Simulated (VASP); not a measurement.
OSZICAR of a VASP run on PIr₂ (space group Fm-3m):

### OSZICAR
```
       N       E                     dE             d eps       ncg     rms          rms(c)
DAV:   1     0.137851561260E+03    0.13785E+03   -0.75783E+03  1410   0.932E+02
DAV:   2    -0.197652631122E+02   -0.15762E+03   -0.15248E+03  1431   0.343E+02
DAV:   3    -0.289545800068E+02   -0.91893E+01   -0.88683E+01  1992   0.756E+01
DAV:   4    -0.291055319029E+02   -0.15095E+00   -0.15079E+00  1497   0.120E+01
DAV:   5    -0.291100373705E+02   -0.45055E-02   -0.45052E-02  2089   0.163E+00    0.283E+01
DAV:   6    -0.281067671741E+02    0.10033E+01   -0.35055E+00  2114   0.212E+01    0.115E+01
DAV:   7    -0.279825476215E+02    0.12422E+00   -0.78830E-02  1634   0.238E+00    0.525E+00
DAV:   8    -0.279517893681E+02    0.30758E-01   -0.29842E-02  1648   0.113E+00    0.687E-01
DAV:   9    -0.279516395978E+02    0.14977E-03   -0.27093E-03  1715   0.392E-01    0.353E-01
DAV:  10    -0.279514806879E+02    0.15891E-03   -0.30893E-04  1869   0.221E-01    0.516E-02
DAV:  11    -0.279514678944E+02    0.12793E-04   -0.43097E-05  1579   0.451E-02    0.273E-02
DAV:  12    -0.279514680697E+02   -0.17534E-06   -0.22557E-06  1732   0.175E-02
   1 F= -.27951468E+02 E0= -.27951353E+02  d E =-.230057E-03
```

Task: Which electronic solver shows in the log?

Result: It is blocked Davidson (ALGO = Normal, or the opening steps of other solvers). The INCAR had ALGO = Normal.

Task: Can the final energy be trusted as converged?

Result: Self-consistency was reached. It stopped with EDIFF = 1E-6, NELM = 100 (LDA (Ceperley-Alder, Perdew-Zunger), plane waves, VASP's LDA PAW potentials (set 64)).

The structure comes from a computed database's PIr2 entry (Fm-3m); how it stands against other phases isn't given here. The cell was not relaxed at this level, and its volume differs by -5.9 % from the start's. The electron count is odd and the run is not spin-polarised, which forces a metal.
